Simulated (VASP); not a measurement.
**YHo$_{3}$ (space group I4/mmm): computed properties**

Computed with PBEsol GGA, VASP's PBE PAW potentials (set 64) (plane waves; VASP).

```json
{
 "space_group": "I4/mmm (139)",
 "cell": "a = 4.9055 Å, b = 4.9055 Å, c = 9.8138 Å, α = 90.00°, β = 90.00°, γ = 90.00°",
 "volume_per_atom": "29.52 Å³/atom",
 "band gap (over mesh and band path)": "none (metal, semimetal or under 0.01 eV)",
 "density": "8.21 g/cm³"
}
```

```xyz
4
Lattice="-2.4528 2.4528 4.9069 2.4528 -2.4528 4.9069 2.4528 2.4528 -4.9069" Properties=species:S:1:pos:R:3 pbc="T T T"
Y      2.4528    -2.4528     4.9069
Ho     0.0000     2.4528     2.4534
Ho     2.4528     0.0000     2.4534
Ho     0.0000     0.0000     4.9069
```

The 4f electrons are frozen in the core of the lanthanide potential, so 4f levels, which can set the real gap, and their magnetism are missing.

The structure comes from a computed database's YHo3 entry (I4/mmm); how it stands against other phases isn't given here. It was relaxed first, which changed the volume by -6 %. Symmetry was kept, so distortions that lower it aren't found.
